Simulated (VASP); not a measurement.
Consider the following.

```xyz
3
Lattice="0.0000 2.7256 2.7256 2.7256 0.0000 2.7256 2.7256 2.7256 0.0000" Properties=species:S:1:pos:R:3 pbc="T T T"
Si     1.3628     1.3628     1.3628
Si     4.0884     4.0884     4.0884
Ni     0.0000     0.0000     0.0000
```

Computed with PBE GGA, VASP's PBE PAW potentials (set 64) (plane waves; VASP). Numerical set-up: 530 eV cut-off, 9×9×9 Γ-centred mesh, first-order Methfessel-Paxton smearing of 0.10 eV, potentials Si Ni.

Finite-difference elastic constants of metals are sensitive to mesh and smearing; shear constants can be off by tens of GPa.

Give the elastic stiffness tensor with the ions relaxed (GPa, in the frame of the cell).

```
     xx   yy   zz    yz    xz    xy
--  ---  ---  ---  ----  ----  ----
xx  193  120  120   0.0   0.0   0.0
yy  120  193  120   0.0   0.0   0.0
zz  120  120  193   0.0   0.0   0.0
yz  0.0  0.0  0.0  88.2   0.0   0.0
xz  0.0  0.0  0.0   0.0  88.2   0.0
xy  0.0  0.0  0.0   0.0   0.0  88.2
```

What does the run give for the Hill bulk modulus, Hill shear modulus, Young's modulus, Poisson's ratio?

```json
{
  "hill_bulk_modulus": "144 GPa",
  "hill_shear_modulus": "61.6 GPa",
  "Young's modulus": "162 GPa",
  "Poisson's ratio": "0.313"
}
```

The compound is NiSi2 in the fluorite structure. It was relaxed first. The run is not spin-polarised, so no magnetic state was tried.
